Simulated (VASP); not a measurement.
A convergence study with VASP on BeS (zinc blende): one setting is varied, all else stays as given below, so the limit is that of these other settings. Each run relaxes cell and ions from the cell shown. The basis is that of the starting cell, so low cut-offs carry a Pulay error.

```yaml
crystal:
  lattice:
    - [0.00000, 2.43500, 2.43500]
    - [2.43500, 0.00000, 2.43500]
    - [2.43500, 2.43500, 0.00000]
  atoms:
    - { symbol: Be, position: [0.00000, 0.00000, 0.00000] }
    - { symbol: S, position: [0.25000, 0.25000, 0.25000] }
```

These are PBE GGA, VASP's PBE PAW potentials (set 64) (plane waves; VASP 6.6.1) values and carry that method's errors. The tightest run used: 700 eV cut-off, 8×8×8 Γ-centred mesh, Gaussian smearing of 0.050 eV, potentials Be S.

Gaps are read on the run's mesh, which can miss a band edge.

| setting | relaxed volume (Å³/atom) | E (eV/atom) | gap on the mesh (eV) | plane waves |
|---|---|---|---|---|
| ENCUT = 150 | 12.961 | -5.0686 | 2.868 | 126 |
| ENCUT = 200 | 13.816 | -4.9838 | 3.050 | 200 |
| ENCUT = 250 | 14.302 | -5.0012 | 3.124 | 273 |
| ENCUT = 300 | 14.468 | -5.0040 | 3.146 | 360 |

Question: These are the cheaper rows. Estimate the results at ENCUT = 700, and how far the last row shown lies from them.

Answer: 
| quantity | tightest run | last row shown is off by |
|---|---|---|
| relaxed volume (Å³/atom) | 14.498 | -0.030 |
| E (eV/atom) | -5.0069 | 0.0029 |
| gap on the mesh (eV) | 3.147 | -0.002 |

Left out are rungs that failed or repeat a setting and relaxations that didn't move; long series are thinned to 24 rows.

The compound is BeS in the zinc blende structure.
